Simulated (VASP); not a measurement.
Write the native input for VASP 6.6.1 that does the following.

```yaml
Task: band structure
Functional: PBE
Potentials_or_basis: VASP PAW PBE potentials, release 64 (Ge_d)
Cutoff: 520 eV
k_mesh: 10 × 10 × 10
Occupations: gaussian, width 0.02 eV
Spin: no spin polarisation
Further_INCAR_settings: ALGO = Fast; EDIFF = 1e-06
```

The system is Ge.

```
CELL_PARAMETERS angstrom
0.00000 2.82813 2.82813
2.82813 0.00000 2.82813
2.82813 2.82813 0.00000
ATOMIC_POSITIONS crystal
Ge 0.00000 0.00000 0.00000
Ge 0.25000 0.25000 0.25000
```

The cell was built by a generator and needn't be a form met in nature.

The input as run:

POSCAR

```
Ge                                      
1.0
   -0.0000000000      2.8281279486      2.8281279486
    2.8281279486      0.0000000000      2.8281279486
    2.8281279486      2.8281279486     -0.0000000000
  Ge            
     2
Direct
     0.0000000000000000    0.0000000000000000    0.0000000000000000
     0.2500000000000000    0.2500000000000000    0.2500000000000000
```

INCAR.step1

```
  PREC = Accurate
  ENCUT = 520
  EDIFF = 1E-6
  ISMEAR = 0
  SIGMA = 0.02
  LREAL = F
  LASPH = T
  NELM = 80
  ALGO = Fast
  ISIF = 2
  LWAVE = F
  LCHARG = T
  GGA = PE
```

KPOINTS.step1

```
regular mesh
0
Gamma
  10 10 10
```

INCAR.step2

```
  PREC = Accurate
  ENCUT = 520
  EDIFF = 1E-6
  ISMEAR = 0
  SIGMA = 0.05
  LREAL = F
  LASPH = T
  NELM = 80
  ALGO = Fast
  ISIF = 2
  LWAVE = F
  LCHARG = F
  GGA = PE
  ICHARG = 11
```

KPOINTS.step2

```
path GXWKGLUWLK,UX
10
line-mode
reciprocal
 0.0000000000  0.0000000000  0.0000000000  G
 0.5000000000  0.0000000000  0.5000000000  X

 0.5000000000  0.0000000000  0.5000000000  X
 0.5000000000  0.2500000000  0.7500000000  W

 0.5000000000  0.2500000000  0.7500000000  W
 0.3750000000  0.3750000000  0.7500000000  K

 0.3750000000  0.3750000000  0.7500000000  K
 0.0000000000  0.0000000000  0.0000000000  G

 0.0000000000  0.0000000000  0.0000000000  G
 0.5000000000  0.5000000000  0.5000000000  L

 0.5000000000  0.5000000000  0.5000000000  L
 0.6250000000  0.2500000000  0.6250000000  U

 0.6250000000  0.2500000000  0.6250000000  U
 0.5000000000  0.2500000000  0.7500000000  W

 0.5000000000  0.2500000000  0.7500000000  W
 0.5000000000  0.5000000000  0.5000000000  L

 0.5000000000  0.5000000000  0.5000000000  L
 0.3750000000  0.3750000000  0.7500000000  K

 0.6250000000  0.2500000000  0.6250000000  U
 0.5000000000  0.0000000000  0.5000000000  X
```

Potentials or basis: VASP PAW PBE potentials, release 64 (Ge_d).

Launch:

```bash
$ cat potpaw_PBE.64/Ge_d/POTCAR > POTCAR
$ cp INCAR.step1 INCAR
$ cp KPOINTS.step1 KPOINTS
$ mpirun -np 1 vasp_std > vasp.out
$ cp INCAR.step2 INCAR
$ cp KPOINTS.step2 KPOINTS
$ mpirun -np 1 vasp_std > vasp.out
```

Results of the run:

The band gap on the k mesh is 0.04 eV, direct. The band gap along the path is 0.04 eV, direct.

Caveat: the log is that of the step along the path at fixed density, whose energy, stress, charges and moments have no meaning.

Wall time 56 s on 1 thread of Intel(R) Xeon(R) Platinum 8488C (Sapphire Rapids), on a shared host, peak memory 0.19 GiB.
